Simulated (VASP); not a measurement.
Li3TeCl, 5 atoms in the cell. The structure is cubic, space group Pm-3m (No. 221). Conventional cell: a = 5.940 Å, b = 5.940 Å, c = 5.940 Å, α = 90.00°, β = 90.00°, γ = 90.00°. Around Cl (site symmetry m-3m) lie 12 Li at 4.20 Å. Te (site symmetry m-3m) has 6 Li at 2.97 Å as nearest neighbours. Li (site symmetry 4/mmm) has 2 Te at 2.97 Å as nearest neighbours. The cell comes from a database or a generator and needn't be the stable form of this composition.

```yaml
Program: VASP 6.6.1
Task: single point
Functional: LDA
Potentials_or_basis: VASP PAW LDA potentials, release 64 (Cl, Te, Li_sv)
Cutoff: 520 eV
k_mesh: 4 × 4 × 4
Occupations: gaussian, width 0.05 eV
Spin: no spin polarisation
Dipole_correction: no
Further_INCAR_settings: ALGO = Normal; EDIFF = 1e-06; NBANDS = 19
```

Potentials or basis: VASP PAW LDA potentials, release 64 (Cl, Te, Li_sv).

Run with:

```bash
$ cat potpaw_LDA.64/Cl/POTCAR potpaw_LDA.64/Te/POTCAR potpaw_LDA.64/Li_sv/POTCAR > POTCAR
$ mpirun -np 1 vasp_std > vasp.out
```

Hardware: 1 thread of Intel(R) Xeon(R) Platinum 8375C CPU @ 2.90GHz (Ice Lake), with other jobs on the host.

Problem. Estimate the wall time of this run.

Solution. Wall time 46 s on 1 thread of Intel(R) Xeon(R) Platinum 8375C CPU @ 2.90GHz (Ice Lake), with other jobs on the host, peak memory 0.26 GiB. Counts: scf iterations 14, k points 10.
